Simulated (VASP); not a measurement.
The input files of a VASP run:

**KPOINTS**
```
K-points
0
gamma
  6 6 6
```

**INCAR**
```
# general
SYSTEM   =  InP
PREC     =  Accurate
ENCUT    =  400
LREAL    =  .FALSE.   # projection in real space or not
LASPH    =  .TRUE.   # aspherical one-centre terms

# electronic loop
EDIFF    =  1E-6   # SCF stop (eV)
NELM     =  100   # most electronic steps
ALGO     =  Normal   # blocked Davidson
LMAXMIX  =  4   # l cut-off of mixed one-centre charges

# smearing
ISMEAR   =  0
SIGMA    =  0.05

# functional
GGA      =  PE

# ions
IBRION   =  2
NSW      =  40
ISIF     =  2   # forces and stress, cell fixed
EDIFFG   =  -0.01

# output
LWAVE    =  .FALSE.
LCHARG   =  .FALSE.
```

### POSCAR
```
InP
1.0
  0.0000000000   2.9350000000   2.9350000000
  2.9350000000   0.0000000000   2.9350000000
  2.9350000000   2.9350000000   0.0000000000
In P
1 1
Cartesian
  0.1200000000   0.0499999999   0.0000000000
  1.4675000000   1.4675000000   1.4675000000
```

POTCAR, in this order: In_d P (PBE.64 set). Program: vasp_std.

Task: Translate this PBE calculation to Ansatz.

Result: One equivalent input (not run):
Ansatz 0.2 input:
```yaml
crystal:
  lattice:
    - [0.0000000, 2.9350000, 2.9350000]
    - [2.9350000, 0.0000000, 2.9350000]
    - [2.9350000, 2.9350000, 0.0000000]
  atoms:
    - { symbol: In, position: [-0.0119250, 0.0119250, 0.0289608] }
    - { symbol: P, position: [0.2500000, 0.2500000, 0.2500000] }
kpoints:
  mp_grid: { grid: [6, 6, 6] }
hamiltonian:
  xc: pbe
  pseudopotentials: { kind: paw }
scf:
  occupations: { method: gaussian, width: 0.05 }
  max_iter: 100
relax:
  max_steps: 40
  f_tol: 0.01
output: { forces: true, stress: true, eigenvalues: true }
```
What does not carry over: each code has its own PAW files, so the cut-off isn't converted (ENCUT is set for VASP's; basis.ecutwfc is left out, and Ansatz then takes the one that its files recommend); Ansatz stops its SCF on the density residual and VASP on the energy change (EDIFF).

The compound is InP in the zinc blende structure. In the starting cell atoms are displaced from their ideal sites. This run relaxes the ions in a fixed cell.
